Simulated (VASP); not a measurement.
Consider the following.

```
CELL_PARAMETERS angstrom
      0.00000     2.67677     2.67677
      2.67677     0.00000     2.67677
      2.67677     2.67677     0.00000
ATOMIC_POSITIONS crystal
  Si 0.25000 0.25000 0.25000
  Si 0.75000 0.75000 0.75000
  Ni 0.00000 0.00000 0.00000
```

Method: LDA (Ceperley-Alder, Perdew-Zunger), VASP's LDA PAW potentials (set 64) (plane waves; VASP). Run with 500 eV cut-off, 10×10×10 Γ-centred mesh, first-order Methfessel-Paxton smearing of 0.10 eV, potentials Si Ni.

Energy and stress use the plane-wave basis of the starting cell.

The ions, cell shape and volume at an external pressure of 5.0 GPa are relaxed. What does this cell relax into?

```
CELL_PARAMETERS angstrom
      0.00000     2.65272     2.65272
      2.65272     0.00000     2.65272
      2.65272     2.65272     0.00000
ATOMIC_POSITIONS crystal
  Si 0.25000 0.25000 0.25000
  Si 0.75000 0.75000 0.75000
  Ni 0.00000 0.00000 0.00000
```
Space group Fm-3m (225), at a tolerance of 0.03 Å.

How do energy and volume change from the first to the last step?

The energy (σ→0) changes by +5.2 meV/atom and the volume by -2.7 %, in 3 ionic steps.

The compound is NiSi2 in the fluorite structure. This run relaxes it under an external pressure of 5 GPa. Symmetry was kept, so distortions that lower it aren't found. The run is not spin-polarised, so no magnetic state was tried.
